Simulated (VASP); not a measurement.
Given:

```xyz
2
Lattice="4.2024 0.0000 0.0000 0.0000 4.2024 0.0000 0.0000 0.0000 4.2024" Properties=species:S:1:pos:R:3 pbc="T T T"
Cs     0.0000     0.0000     0.0000
Cl     2.1012     2.1012     2.1012
```

All values below come from PW91 GGA, VASP's PBE PAW potentials (set 64) (plane waves; VASP). Run with 400 eV cut-off, 6×6×6 Γ-centred mesh, Gaussian smearing of 0.050 eV, potentials Cs_sv Cl.

Unless said otherwise, spin-orbit coupling is left out, though it shifts the bands of the heavy elements here.

Task: Estimate the energy per atom (σ→0), band gap (on the k-mesh) with the smallest direct gap where there is one.

Result: 
```
Item                                         Result
-----------------------------------  --------------
band gap (on the k-mesh)                    5.02 eV
smallest direct gap (on the k-mesh)         5.02 eV
energy per atom (σ→0)                -3.301 eV/atom
```

The compound is CsCl in the CsCl type structure. The cell was not relaxed at this level. The run is one of a series of settings (GGA = 91 against the base run), some of them coarse on purpose.
